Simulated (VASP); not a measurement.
Mg$_{3}$ZnO$_{4}$ (space group Cmmm): the band gap from VASP (plane waves, PAW) at several levels of theory. Gaps are without spin-orbit coupling. Each level names its cell: its own relaxed one, PBE's, or the starting one. A gap is the smallest over the k-mesh and a band path; hybrids may have named points in place of the path, and GW has the mesh alone. mBJ is a potential without an energy functional, so only the levels count.

```tsv
level	band gap (eV)
LDA (own cell)	3.70
PBEsol (own cell)	3.32
mBJ (TB09) (PBE cell)	5.05
```

The cell of the LDA (own cell) run:

```cif
data_Mg3O4Zn
_chemical_formula_sum 'Mg3 Zn1 O4'
_space_group_name_H-M_alt 'P 1'
_space_group_IT_number 1
_cell_length_a 5.09687
_cell_length_b 5.09687
_cell_length_c 2.94783
_cell_angle_alpha 90.000
_cell_angle_beta 90.000
_cell_angle_gamma 109.495
loop_
_space_group_symop_operation_xyz
  'x, y, z'
loop_
_atom_site_label
_atom_site_type_symbol
_atom_site_fract_x
_atom_site_fract_y
_atom_site_fract_z
_atom_site_occupancy
Mg1 Mg 0.50000 0.50000 0.00000 1
Mg2 Mg 0.00000 0.50000 0.50000 1
Mg3 Mg 0.50000 0.00000 0.50000 1
Zn1 Zn 0.00000 0.00000 0.00000 1
O1 O 0.25280 0.74720 0.00000 1
O2 O 0.74720 0.25280 0.00000 1
O3 O 0.74489 0.74489 0.50000 1
O4 O 0.25511 0.25511 0.50000 1
```

Only levels that ran to the end are used. Left out are those held back, those with too coarse a band path, GW runs whose mesh misses a band edge, hybrids' fits of cells that aren't cubic and levels without matching references; a question may draw on a part of the rest.

The structure comes from a computed database's Mg3ZnO4 entry (Cmmm); how it stands against other phases isn't given here.
